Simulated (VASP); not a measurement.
Input:

```
CELL_PARAMETERS angstrom
      5.39006     0.00000     0.00000
      0.00000     3.56806     0.00000
      0.00000     0.00000     5.50308
ATOMIC_POSITIONS crystal
  Ti 0.75000 0.50000 0.31250
  Ti 0.25000 0.50000 0.68750
  Y  0.75000 0.00000 0.81250
  Y  0.25000 0.00000 0.18750
```

These are PBE GGA, VASP's PBE PAW potentials (set 64) (plane waves; VASP 6.6.1) values and carry that method's errors. Numerical set-up: 300 eV cut-off, 3×5×3 Γ-centred mesh, Fermi-Dirac smearing of 0.10 eV, potentials Ti_sv Y_sv.

At this cut-off the stress carries a Pulay error, which pulls relaxed volumes low.

Problem. Give the force on each atom (eV/Å).

Solution. 
```csv
atom,Fx,Fy,Fz
Ti1,0.000,0.000,0.536
Ti2,0.000,0.000,-0.536
Y3,0.000,0.000,-0.430
Y4,0.000,0.000,0.430
```

Problem. Give the stress tensor in GPa (positive for a compressed cell).

Solution. 
```
-5.97   0.00   0.00
 0.00  -6.35   0.00
 0.00   0.00  -1.85
```
The pressure is its mean diagonal, -4.72 GPa.

The structure was generated: YTi was put into an ordered model structure, which need not be its known phase. The cell was not relaxed at this level. The k-mesh is coarse (spacing up to 0.39 per Å, 2π included), so the numbers may not be converged in it.
